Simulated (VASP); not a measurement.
```
VSi
1.0
    2.77075     0.00000     0.00000
   -1.38537     2.39954     0.00000
    0.00000     0.00000     7.77476
V Si
2 2
Direct
  0.00000   0.00000   0.00000
  0.00000   0.00000   0.50000
  0.33333   0.66667   0.25000
  0.66667   0.33333   0.75000
```

Computed with r2SCAN meta-GGA, VASP's PBE PAW potentials (set 64) (plane waves; VASP). Run with 400 eV cut-off, 14×14×5 Γ-centred mesh, tetrahedra with Blöchl corrections, potentials V_sv Si.

The cores are frozen, which limits the accuracy of field gradients.

Task: Give the principal components of the electric field gradient (V/Å²) and the asymmetry η at each nucleus.

Result: 
| atom | Vxx | Vyy | Vzz | η |
|---|---|---|---|---|
| V1 | -20.1 | -20.1 | 40.2 | 0.00 |
| V2 | -20.1 | -20.1 | 40.2 | 0.00 |
| Si3 | 36.6 | 36.6 | -73.2 | 0.00 |
| Si4 | 36.6 | 36.6 | -73.2 | 0.00 |

The structure was generated: VSi was put into the NiAs type type (P6_3/mmc), which need not be its known phase. It was relaxed first, which changed the volume by -42 %. The run is not spin-polarised, so no magnetic state was tried.
